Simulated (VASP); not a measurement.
Here is the system:

```yaml
crystal:
  lattice:
    - [4.29000, 0.00000, 0.00000]
    - [0.00000, 4.29000, 0.00000]
    - [0.00000, 0.00000, 4.29000]
  atoms:
    - { symbol: Cs, position: [0.00000, 0.00000, 0.00000] }
    - { symbol: Br, position: [0.50000, 0.50000, 0.50000] }
```

Method: PBE GGA, VASP's PBE PAW potentials (set 64) (plane waves; VASP). Numerical set-up: 300 eV cut-off, 8×8×8 Γ-centred mesh, Fermi-Dirac smearing of 0.010 eV, potentials Cs_sv Br.

At this cut-off the stress carries a Pulay error, which pulls relaxed volumes low. Unless said otherwise, spin-orbit coupling is left out, though it shifts the bands of the heavy elements here.

Question: Predict the energy per atom (σ→0), pressure, band gap (on the k-mesh) with the smallest direct gap where there is one.

Answer: 
```json
{
 "band gap (on the k-mesh)": "4.51 eV",
 "smallest direct gap (on the k-mesh)": "4.51 eV",
 "energy per atom (σ→0)": "-3.003 eV/atom",
 "pressure": "1.02 GPa"
}
```

Only differences to runs with the same potentials and settings are physical.

The structure is a typed CsBr crystal (Pm-3m). The cell was not relaxed at this level.
